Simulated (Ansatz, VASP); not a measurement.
# ZnCu2SnS4: VASP beside Ansatz, part 2 of 2

Aim: how closely do two programs agree when they are given the same cell, functional and k mesh? The cell is taken from a series of VASP runs on this material, whose earlier steps may have relaxed, scaled or displaced it; both programs get it as it stands.

VASP 6.6.1 and Ansatz 0.2.0.

So far: The starting structure; VASP: band structure, LDA.

### Step 3. Ansatz: band structure, LDA

Level of this step: Ansatz beside VASP: Kohn-Sham DFT, plane waves, LDA (Ansatz).

Ansatz runs on its default PAW (the set named soft_2) files.

The same cell, functional (in two slightly different forms), mesh and smearing now go to Ansatz, which takes its cutoff from its data sets.

Input file input.yaml:

```yaml
crystal:
  lattice:
    - [-2.6607423928, 2.6607423911, 5.3138514369]
    - [2.6607423928, -2.6607423911, 5.3138514369]
    - [2.6607423911, 2.6607423928, -5.3138514369]
  atoms:
    - { symbol: Sn, position: [0.5, 0.5, 0.0] }
    - { symbol: Zn, position: [0.25, 0.75, 0.5] }
    - { symbol: Cu, position: [0.75, 0.25, 0.5] }
    - { symbol: Cu, position: [0.0, 0.0, 0.0] }
    - { symbol: S, position: [0.6387953666, 0.6299819112, 0.5292261405] }
    - { symbol: S, position: [0.8904307739, 0.3612046334, 0.9911865446] }
    - { symbol: S, position: [0.1007557707, 0.1095692261, 0.4707738595] }
    - { symbol: S, position: [0.3700180888, 0.8992442293, 0.0088134554] }
hamiltonian:
  xc: lda
  pseudopotentials: { kind: paw }
kpoints:
  mp_grid: { grid: [7, 7, 7] }
  band_path:
    path:
      - [0.0, 0.0, 0.0]
      - [0.0, 0.0, 0.18182]
      - [0.0, 0.0, 0.40909]
      - [-0.0114, 0.0114, 0.5]
      - [-0.06838, 0.06838, 0.5]
      - [-0.11396, 0.11396, 0.5]
      - [-0.17645, 0.17645, 0.44891]
      - [-0.24456, 0.24456, 0.3808]
      - [-0.31268, 0.31268, 0.31268]
      - [-0.19898, 0.19898, 0.19898]
      - [-0.05685, 0.05685, 0.05685]
      - [0.04545, 0.04545, -0.04545]
      - [0.27273, 0.27273, -0.27273]
      - [0.45455, 0.45455, -0.45455]
      - [0.44891, 0.55109, -0.44891]
      - [0.3808, 0.6192, -0.3808]
      - [0.31268, 0.68732, -0.31268]
      - [0.19898, 0.6192, -0.19898]
      - [0.05685, 0.53406, -0.05685]
      - [0.02273, 0.47727, 0.02273]
      - [0.13636, 0.36364, 0.13636]
      - [0.22727, 0.27273, 0.22727]
      - [0.31818, 0.31818, 0.14763]
      - [0.40909, 0.40909, 0.01113]
      - [0.5, 0.5, -0.12536]
      - [0.5, 0.5, -0.26159]
      - [0.5, 0.5, -0.43188]
      - [0.02273, 0.02273, 0.47727]
      - [0.13636, 0.13636, 0.36364]
      - [0.25, 0.25, 0.25]
    npoints: 1
scf:
  occupations: { method: fermi_dirac, width: 0.05 }
  n_extra_bands: 10
output:
  forces: true
  stress: true
  eigenvalues: true
```

Started as:

```sh
$ ansatz run input.yaml --threads 4 --pin off --max-ram 9216MiB --backend cpu --events-out ev --progress --plain --runs-dir out
```

Numbers of over 12 decimals in the logs are rounded to 6 here.

The log of the run:

```text
scf.n_extra_bands = 10 over 44 filled bands (N_el = 88.0): the run solves 54 bands
Engine: ansatz 0.2.0, aarch64-unknown-linux-gnu
Pseudopotentials: kind: paw
Pseudopotential: Sn, paw, valence charge 14, recommended cutoff 420 eV (normal), Sn.paw.azcp
Pseudopotential: Zn, paw, valence charge 12, recommended cutoff 420 eV (normal), Zn.paw.azcp
Pseudopotential: Cu, paw, valence charge 19, recommended cutoff 420 eV (normal), Cu.paw.azcp
Pseudopotential: S, paw, valence charge 6, recommended cutoff 420 eV (normal), S.paw.azcp
Functional definition: SPW92
  exchange = slater_x
  correlation = pw_c
Crystal: 8 atoms, lattice volume = 150.479 Å³
Basis set: ecut = 420 eV, 2913 PW (Γ)
Bands: 54, of which v1, the nominal top of the filled ones, is band 44 counted from 1 (43 counted from 0)
Symmetry: 4 space group operations
Space group: I-4 (ITA 82), of the structure as read, at distance tolerance 5.3e-5 Å
k-points: 52 of 343 (time reversal used)
Non-local potential: Sn, projectors of the file, l = 0: 2, l = 1: 2, l = 2: 2, l = 3: 2
Non-local potential: Zn, projectors of the file, l = 0: 2, l = 1: 2, l = 2: 3, l = 3: 1
Non-local potential: Cu, projectors of the file, l = 0: 3, l = 1: 2, l = 2: 3, l = 3: 1
Non-local potential: S, projectors of the file, l = 0: 2, l = 1: 2, l = 2: 2
PAW form: soft (Blöchl's): semilocal exchange-correlation on the pseudo side does not see the compensation charge
PAW frozen core: Sn, regenerated for the run's functional, and the local potential with it (the file was generated under x = pbe(κ = 0.804, μ = 0.219515), c = pbe(β = 0.066725))
PAW frozen core: Zn, regenerated for the run's functional, and the local potential with it (the file was generated under x = pbe(κ = 0.804, μ = 0.219515), c = pbe(β = 0.066725))
PAW frozen core: Cu, regenerated for the run's functional, and the local potential with it (the file was generated under x = pbe(κ = 0.804, μ = 0.219515), c = pbe(β = 0.066725))
PAW frozen core: S, regenerated for the run's functional, and the local potential with it (the file was generated under x = pbe(κ = 0.804, μ = 0.219515), c = pbe(β = 0.066725))
PAW one-centre angular grid: Sn, 590 points (default); XC on 64 Gauss nodes
PAW one-centre angular grid: Zn, 590 points (default); XC on 64 Gauss nodes
PAW one-centre angular grid: Cu, 590 points (default); XC on 64 Gauss nodes
PAW one-centre angular grid: S, 110 points (default); XC on 64 Gauss nodes
Initial density: superposition of atomic densities (neutral atoms: chi_scale 0, normalization atom), corrected by the library's trained network
Initial wavefunctions: pseudopotential atomic-orbital guess
Functional: x = slater, c = lda
SCF iter   1: F=—  HF=-25719.283359 eV  |F-HF|=—  |Δ(HF+E_count)|=         —  Δρ=1.12e-2  dr2=1.12e-1  ethr=1.77e-3  ⟨swp⟩=6.9  Hψ=12043  notcnv=0  defer=33
preconditioner: auto → Resta (q_TF=auto, 2.495 Å⁻¹)  ε∞=5.8  [insulator: Δε(μ)=0.503 eV  Ē_g=11.711 eV  σ=0.050 eV  W_gap=0.56  n_scr=36 (ndim 8)  ℏωp=25.7 eV  f_vac=0.024  D(μ)=0.09/eV (n_scr^D=0)  ε∞_Penn≈5.8]
SCF iter   2: F=—  HF=-25719.276083 eV  |F-HF|=—  |Δ(HF+E_count)|=   7.28e-3  Δρ=9.11e-3  dr2=9.53e-2  ethr=1.28e-4  ⟨swp⟩=2.0  Hψ=5856  notcnv=0  defer=228
SCF iter   3: F=—  HF=-25719.256524 eV  |F-HF|=—  |Δ(HF+E_count)|=   1.96e-2  Δρ=3.88e-3  dr2=1.43e-2  ethr=1.08e-4  ⟨swp⟩=2.0  Hψ=3752  notcnv=0  defer=228
SCF iter   4: F=—  HF=-25719.252700 eV  |F-HF|=—  |Δ(HF+E_count)|=   3.82e-3  Δρ=1.03e-3  dr2=9.35e-4  ethr=1.62e-5  ⟨swp⟩=2.0  Hψ=5151  notcnv=0  defer=228
SCF iter   5: F=—  HF=-25719.252442 eV  |F-HF|=—  |Δ(HF+E_count)|=   2.57e-4  Δρ=3.28e-4  dr2=1.17e-4  ethr=1.06e-6  ⟨swp⟩=2.0  Hψ=3459  notcnv=0  defer=228
SCF iter   6: F=—  HF=-25719.252427 eV  |F-HF|=—  |Δ(HF+E_count)|=   1.57e-5  Δρ=1.80e-4  dr2=3.75e-5  ethr=1.33e-7  ⟨swp⟩=2.0  Hψ=3980  notcnv=0  defer=228
SCF iter   7: F=—  HF=-25719.252476 eV  |F-HF|=—  |Δ(HF+E_count)|=   4.94e-5  Δρ=1.05e-4  dr2=1.30e-5  ethr=4.26e-8  ⟨swp⟩=2.0  Hψ=3461  notcnv=0  defer=228
SCF iter   8: F=—  HF=-25719.252475 eV  |F-HF|=—  |Δ(HF+E_count)|=   1.04e-6  Δρ=4.63e-5  dr2=2.62e-6  ethr=1.48e-8  ⟨swp⟩=2.1  Hψ=3157  notcnv=0  defer=228
SCF iter   9: F=—  HF=-25719.252475 eV  |F-HF|=—  |Δ(HF+E_count)|=   1.47e-7  Δρ=1.28e-5  dr2=2.69e-7  ethr=2.98e-9  ⟨swp⟩=2.5  Hψ=3441  notcnv=0  defer=228
SCF iter  10: F=-25719.252475 eV  HF=-25719.252475 eV  |F-HF|=1.05e-8  |Δ(HF+E_count)|=   1.48e-8  Δρ=2.72e-6  dr2=1.36e-8  ethr=1.14e-10  ⟨swp⟩=9.7  Hψ=11883  notcnv=0
SCF 1 converged in 10 iterations: F = -25719.252475 eV  dr2 = 1.36e-8
  greatest PAW one-centre occupation: 1.000 electrons in one spin orbital (limit 2), on the Cu atom at site 2 (counted from 0), in its partial waves of l = 0
NSCF: frozen V_eff on 30 k-points
SCF converged after 10 iterations
Free energy (F): -25719.252475 eV
Harris-Foulkes:  -25719.252475 eV  (|F-HF|=1.05e-8)
Internal energy: -25719.251772 eV  (E = F + TS)
E sigma→0 (E₀):  -25719.252123 eV
Entropy (-TS):   -0.000703 eV (-0.088 meV/atom)
Fermi energy:    8.798099 eV
--- Per-component energies (eV) ---
  E_band       = -1065.620235
  E_kinetic    = 1355.332816
  E_local      = -14731.512756  (includes V_loc(G=0)·N_el)
  E_nonlocal   = 1506.400376
  E_hartree    = 6618.940482
  E_xc         = -1078.206089
  E_vxc        = -735.116503  (∫ρ·V_xc dr)
  E_paw        = -11224.150899  (= ΣΔE_a)
  E_vpaw       = -1698.616760  (= ΣTr[D̂ρ^β])
  E_aug_tail   = 0.000023  (compensation charges beyond the density's cutoff)
  E_ewald      = -8169.549875
  E_core_change = 3.494150  (= ΣΔE_core)
  E_smearing   = -0.000703  (= −TS)
  E_closure    = -0.000000  (closes the sum)
  Σ components = -25719.252475   (vs F -25719.252475, Δ=0.00e0)
--- Forces (eV/Å), atoms counted from 1 ---
  atom   1  Sn    -0.00000000     0.00000000     0.00000000
  atom   2  Zn     0.00000000    -0.00000000     0.00000000
  atom   3  Cu    -0.00000000     0.00000000     0.00000000
  atom   4  Cu    -0.00000000    -0.00000000     0.00000000
  atom   5  S      0.01756466     0.03855199    -0.01648429
  atom   6  S     -0.03855199     0.01756466     0.01648429
  atom   7  S     -0.01756466    -0.03855199    -0.01648429
  atom   8  S      0.03855199    -0.01756466     0.01648429
  max |Σ_I F_I| component: 6.25e-17 eV/Å
--- Stress (GPa, compression-positive) ---
       -0.001585       0.000000      -0.000000
       -0.000000      -0.001585      -0.000000
       -0.000000      -0.000000       0.067997
  P = ⅓ Tr σ = 0.0216 GPa (0.216 kbar)
--- Band table (eV; the first three rows and the last of 52) ---
  k-point 0: bands = [... 40 lower, 6.8830, 8.6292, 8.6292, 8.6803, 8.8302, 10.4063, 11.3371, 12.2747, ... 6 higher]
  k-point 1: bands = [... 40 lower, 7.0586, 7.7556, 8.3760, 8.5732, 9.5762, 10.8899, 11.7534, 12.1673, ... 6 higher]
  k-point 2: bands = [... 40 lower, 7.2028, 7.3950, 7.8681, 8.4067, 9.8540, 11.4882, 11.8410, 12.1568, ... 6 higher]
  k-point 51: bands = [... 40 lower, 7.1882, 7.4976, 7.5607, 7.6975, 9.9211, 10.5268, 10.7347, 11.1423, ... 6 higher]
```

It took 15 s on 4 threads of Arm Neoverse V2, shared host; peak memory 0.68 GiB; 57 s of CPU time.

Reading the cycles: dr2 is the Hartree energy of the density residual (eV), the measure of convergence; HF is the Harris–Foulkes estimate of the energy, which meets the free energy F at convergence.

### Step 4. Side by side

Known differences besides the potentials themselves: the two LDA forms differ slightly; the data sets hold 88 valence electrons in Ansatz (default PAW (the set named soft_2) files) and 72 in VASP; the cutoff is 420 eV in Ansatz and 400 eV in VASP; VASP's log shows a relativistic correction to its local exchange, Ansatz's none. Total energies have different zeros and are not compared.

Both answers:

| quantity | Ansatz | VASP | difference |
| --- | --- | --- | --- |
| pressure (GPa) | 0.02 | 0.02 | 0.00 |
| pressure without Ansatz's Pulay correction (GPa) | -0.04 | 0.02 | -0.06 |
| gap over the path points (eV) | 0.150 | 0.194 | -0.044 |

Levels at points of the path, from each program's valence-band top (eV; 4 filled, then empty):

| k (reciprocal lattice) | Ansatz | VASP |
| --- | --- | --- |
| 0.000 0.000 0.000 | -1.80 -0.05 -0.05 0.00 0.15 1.73 2.66 | -1.80 -0.05 -0.05 0.00 0.19 1.74 2.69 |
| 0.000 0.000 0.182 | -1.54 -1.12 -0.47 -0.14 1.04 2.41 3.17 | -1.54 -1.12 -0.46 -0.14 1.07 2.43 3.20 |
| 0.000 0.000 0.409 | -1.21 -1.05 -0.73 -0.44 0.80 2.54 2.97 | -1.21 -1.04 -0.72 -0.44 0.83 2.58 3.00 |
| -0.011 0.011 0.500 | -0.97 -0.87 -0.65 -0.49 0.52 2.26 3.01 | -0.97 -0.87 -0.65 -0.49 0.56 2.29 3.04 |
| -0.068 0.068 0.500 | -0.98 -0.89 -0.72 -0.57 0.60 2.33 3.18 | -0.98 -0.89 -0.72 -0.57 0.64 2.37 3.21 |
| -0.114 0.114 0.500 | -1.00 -0.92 -0.82 -0.68 0.74 2.44 3.40 | -1.00 -0.92 -0.82 -0.68 0.78 2.48 3.44 |
| -0.176 0.176 0.449 | -1.20 -1.01 -0.89 -0.76 1.03 2.69 3.26 | -1.20 -1.01 -0.89 -0.75 1.07 2.72 3.29 |
| -0.245 0.245 0.381 | -1.54 -1.22 -0.85 -0.72 1.36 2.46 3.04 | -1.54 -1.21 -0.85 -0.72 1.40 2.48 3.07 |
| -0.313 0.313 0.313 | -1.62 -1.31 -0.83 -0.71 1.47 2.21 3.03 | -1.62 -1.31 -0.83 -0.71 1.51 2.24 3.06 |
| -0.199 0.199 0.199 | -1.53 -1.07 -0.90 -0.65 1.56 2.81 3.14 | -1.53 -1.07 -0.90 -0.65 1.60 2.84 3.17 |

At this near-relaxed geometry the largest component of a force difference is 30 meV/Å. Among the levels compared at these points, filled levels agree within 13 meV and empty ones within 44 meV. Ansatz's pressure holds a Pulay correction of 0.06 GPa; VASP's holds none.

### Step 5. What the set-up changes

Further runs change the set-up of one program: Ansatz's method, potentials or start, or VASP's data sets, cutoff or form of LDA. The table gives Ansatz less VASP for each quantity, since a change that brings one quantity closer may part another.

| run | r.m.s. force difference (meV/Å) | pressure (GPa) | gap over the path points (eV) | pressure without Ansatz's Pulay correction (GPa) |
| --- | --- | --- | --- | --- |
| as above | 16 | 0.0023 | -0.044 | -0.056 |
| cores kept as stored | 17 | 0.095 | -0.040 | 0.031 |
| Ansatz's larger PAW set (cutoff 1050 eV) | 15 | 0.014 | -0.041 |  |
| norm-conserving potentials (cutoff 1252 eV) | 27 | -0.036 | -0.049 |  |

### Step 6. VASP: single point, LDA

With cell and atoms fixed, the geometry can't cause a difference; cores, projectors, grids and the points listed under the comparison can.

Input file INCAR:

```
SYSTEM = ZnCu2SnS4
PREC = Accurate
ENCUT = 400
EDIFF = 1E-06
NELM = 100
ISMEAR = -5
SIGMA = 0.05
LREAL = .FALSE.
ALGO = Normal
GGA = CA
NBANDS = 56
LORBIT = 11
LWAVE = .FALSE.
LCHARG = .FALSE.
KPAR = 4
NEDOS = 2001
```

Input file POSCAR:

```
ZnCu2SnS4
1.0
   -2.6607423928      2.6607423911      5.3138514369
    2.6607423928     -2.6607423911      5.3138514369
    2.6607423911      2.6607423928     -5.3138514369
Sn Zn Cu S
1 1 2 4
Direct
    0.5000000000      0.5000000000      0.0000000000
    0.2500000000      0.7500000000      0.5000000000
    0.7500000000      0.2500000000      0.5000000000
    0.0000000000      0.0000000000      0.0000000000
    0.6387953666      0.6299819112      0.5292261405
    0.8904307739      0.3612046334      0.9911865446
    0.1007557707      0.1095692261      0.4707738595
    0.3700180888      0.8992442293      0.0088134554
```

Input file KPOINTS:

```
Automatic mesh
0
Gamma
11 11 11
0 0 0
```

Potentials, in the order of the species: Sn_d, Zn, Cu and S (LDA family, release 64).

Started as:

```sh
$ mpirun -np 4 vasp_std
```

The log of the run:

```text
[... set-up lines as in an earlier step ...]
 entering main loop
       N       E                     dE             d eps       ncg     rms          rms(c)
DAV:   1     0.672452929431E+03    0.67245E+03   -0.25888E+04 21928   0.141E+03
DAV:   2     0.822843829735E+02   -0.59017E+03   -0.54923E+03 20936   0.413E+02
DAV:   3    -0.332388186810E+02   -0.11552E+03   -0.11093E+03 24528   0.165E+02
DAV:   4    -0.408743772307E+02   -0.76356E+01   -0.75599E+01 26424   0.457E+01
[...]
DAV:  14    -0.384574412511E+02    0.19681E-04   -0.11475E-04 31064   0.198E-01    0.242E-02
DAV:  15    -0.384574421845E+02   -0.93348E-06   -0.20077E-05 30632   0.406E-02    0.120E-02
DAV:  16    -0.384574419432E+02    0.24133E-06   -0.20000E-06 17328   0.262E-02
   1 F= -.38457442E+02 E0= -.38457442E+02  d E =0.000000E+00
```

From OUTCAR (step 6):

```text
  Total       -0.0042312     -0.0042312      0.0662000      0.0000000     -0.0000000      0.0000000
  in kB       -0.0450505     -0.0450505      0.7048451      0.0000003     -0.0000000      0.0000000
  external PRESSURE =       0.2049147 kB  Pullay stress =       0.0000000 kB

 POSITION                                       TOTAL-FORCE (eV/Angst)
 -----------------------------------------------------------------------------------
      0.00000      0.00000      5.31385        -0.000000      0.000000     -0.000000
      2.66074      0.00000      2.65693        -0.000000      0.000000     -0.000000
     -0.00000      2.66074      2.65693        -0.000000      0.000000     -0.000000
      0.00000      0.00000      0.00000        -0.000000      0.000000     -0.000000
      1.38468      1.43158      3.92986        -0.001429      0.008788      0.002363
      1.22916      4.04543      1.38399        -0.008788     -0.001429     -0.002363
      1.27606      1.22916     -1.38399         0.001429     -0.008788      0.002363
      1.43158     -1.38468      6.69784         0.008788      0.001429     -0.002363
 -----------------------------------------------------------------------------------
    total drift:                                0.000001      0.000001      0.000002

  FREE ENERGIE OF THE ION-ELECTRON SYSTEM (eV)
  ---------------------------------------------------
  free  energy   TOTEN  =       -38.4574419432 eV

  energy  without entropy=      -38.4574419432  energy(sigma->0) =      -38.45744194

[... 1 part as in an earlier step ...]

[... 2 further parts left out ...]
[key lines of the parts left out:]
E-fermi :   5.3760
```

The run ends at a pressure of 0.02 GPa, with forces up to 0.0092 eV/Å.

### Step 7. Ansatz: single point, LDA

The same cell, functional (in two slightly different forms), mesh and smearing now go to Ansatz, which takes its cutoff from its data sets.

The cell is taken from a series of VASP runs on this material, whose earlier steps may have relaxed, scaled or displaced it; both programs get it as it stands.

input.yaml, the sections that differ from step 3:

```yaml
kpoints:
  mp_grid: { grid: [11, 11, 11] }
scf:
  occupations: { method: tetrahedron }
output:
  forces: true
  stress: true
  write_density: true
  write_potential: true
  elf: true
  volumetric_format: npy
# crystal, hamiltonian: as in step 3
```

Started as:

```sh
$ ansatz run input.yaml --threads 4 --pin off --max-ram 9216MiB --backend cpu --events-out ev --progress --plain --runs-dir out
```

The log of the run:

```text
Warning: output.forces, output.stress, relax.cell or npt_langevin: where a Kohn–Sham band that disperses or a degenerate level is filled in part under the method tetrahedron, the forces or the stress that this run publishes need not agree with its energy (scf.occupations.method in the input reference, under Limitations); prefer a smearing scheme for the forces or the stress
[...]
k-point 0: bands = [... 40 lower, 6.8835, 8.6294, 8.6294, 8.6806, 8.8301, 10.4064, 11.3371, 12.2747, ... 5 higher]
  k-point 1: bands = [... 40 lower, 6.9628, 8.0791, 8.5514, 8.6074, 9.3245, 10.6341, 11.5322, 12.2071, ... 5 higher]
  k-point 2: bands = [... 40 lower, 7.1374, 7.5581, 8.2152, 8.5380, 9.7165, 11.0893, 11.8522, 12.1888, ... 5 higher]
  k-point 185: bands = [... 40 lower, 7.2577, 7.4627, 7.5593, 7.6476, 9.8833, 10.4873, 10.5753, 10.9323, ... 5 higher]
[key lines of the parts left out:]
SCF converged after 10 iterations
Free energy (F): -25719.252754 eV
Fermi energy:    8.680568 eV
P = ⅓ Tr σ = 0.0179 GPa (0.179 kbar)
```

Elapsed: 37 s, on 4 threads; peak memory 1.2 GiB; 2.5 min of CPU time.

The run ends at a pressure of 0.02 GPa, with forces up to 0.045 eV/Å.

### Step 8. Comparison

The two programs side by side:

| quantity | Ansatz | VASP | difference |
| --- | --- | --- | --- |
| pressure (GPa) | 0.02 | 0.02 | 0.00 |
| pressure without Ansatz's Pulay correction (GPa) | -0.04 | 0.02 | -0.06 |
| gap on the k mesh (eV) | 0.150 | 0.194 | -0.044 |

At this near-relaxed geometry the largest component of a force difference is 29 meV/Å. A gap on the mesh is an upper bound, since the band edges may lie between its points. Ansatz's pressure holds a Pulay correction of 0.06 GPa; VASP's holds none.

### Step 9. Other set-ups

Further runs change the set-up of one program: Ansatz's method, potentials or start, or VASP's data sets, cutoff or form of LDA. The table gives Ansatz less VASP for each quantity, since a change that brings one quantity closer may part another.

| run | r.m.s. force difference (meV/Å) | pressure (GPa) | gap on the k mesh (eV) | pressure without Ansatz's Pulay correction (GPa) |
| --- | --- | --- | --- | --- |
| as above | 16 | -0.0026 | -0.044 | -0.061 |
| cores kept as stored | 17 | 0.090 | -0.041 | 0.027 |
| norm-conserving potentials (cutoff 1252 eV) | 27 | -0.041 | -0.050 |  |

### Step 10. Outcome

| Property | Result |
| --- | --- |
| r.m.s. force difference (band structure, LDA) | 16 meV/Å |
| difference in gap over the path points (band structure, LDA) | -0.044 eV |
| r.m.s. force difference (single point, LDA) | 16 meV/Å |
| difference in gap on the k mesh (single point, LDA) | -0.044 eV |

What this shows: The r.m.s. force difference is 16 meV/Å (band structure, LDA), beyond the 12 meV/Å picked in this series as the mark of a large difference. Band structure, LDA, cores kept as stored: the difference in pressure goes from 0.0023 to 0.095 GPa; the difference in pressure without Ansatz's Pulay correction goes from -0.056 to 0.031 GPa. Band structure, LDA, Ansatz's larger PAW set (cutoff 1050 eV): the difference in pressure goes from 0.0023 to 0.014 GPa. Band structure, LDA, norm-conserving potentials (cutoff 1252 eV): r.m.s. force difference goes from 16 to 27 meV/Å; the difference in pressure goes from 0.0023 to -0.036 GPa. Single point, LDA, cores kept as stored: the difference in pressure goes from -0.0026 to 0.090 GPa; the difference in pressure without Ansatz's Pulay correction goes from -0.061 to 0.027 GPa. Single point, LDA, norm-conserving potentials (cutoff 1252 eV): r.m.s. force difference goes from 16 to 27 meV/Å; the difference in pressure goes from -0.0026 to -0.041 GPa. 1 further run of this series is not shown here. How closely two codes agree says nothing of how well the functional describes the real material.

[Lines on the potential files, build, host, timing and source positions are cut from VASP's logs without a mark.]

[Logs are printed without paths, hosts, clocks, repeated set-up lines and the standing remarks that a program may print on its own settings, such as how far it seeks lower states.]

[Hosts, paths, dates, database ids (printed as entryN), source tags and the programs' standing remarks are cut or masked in the printed files.]
